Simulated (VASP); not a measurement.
Consider the following.

```yaml
crystal:
  lattice:
    - [2.99323, 0.00000, 0.00000]
    - [-1.49661, 2.59221, 0.00000]
    - [0.00000, 0.00000, 4.05113]
  atoms:
    - { symbol: Nb, position: [0.00000, 0.00000, 0.00000] }
    - { symbol: Si, position: [0.66667, 0.33333, 0.50000] }
```

All values below come from PBEsol GGA, VASP's PBE PAW potentials (set 64) (plane waves; VASP). Settings: 400 eV cut-off, Gaussian smearing of 0.050 eV, potentials Nb_sv Si.

**Question.** Give the energies of bands 5 to 11 at the high-symmetry points, in eV from the Fermi level.

**Answer.** 
| band | Γ | M | K | A | L | H |
|---|---|---|---|---|---|---|
| 5 | -11.30 | -6.90 | -5.68 | -9.76 | -7.42 | -6.49 |
| 6 | -3.42 | -5.31 | -4.53 | -6.20 | -4.18 | -4.68 |
| 7 | -1.49 | -3.66 | -3.45 | -0.81 | -3.85 | -2.56 |
| 8 | -0.02 | -2.69 | -2.97 | 0.22 | -0.37 | -2.21 |
| 9 | -0.02 | 1.20 | -1.34 | 0.22 | 0.01 | -0.54 |
| 10 | 2.41 | 3.37 | 1.59 | 1.58 | 0.90 | 1.14 |
| 11 | 2.41 | 4.30 | 1.60 | 1.58 | 4.06 | 4.62 |

It has no gap at this level: it comes out as a metal or semimetal.

The structure was generated: NbSi was put into the WC type (P-6m2), which need not be its known phase. It was relaxed first, which changed the volume by -13 %. The electron count is odd and the run is not spin-polarised, which forces a metal.
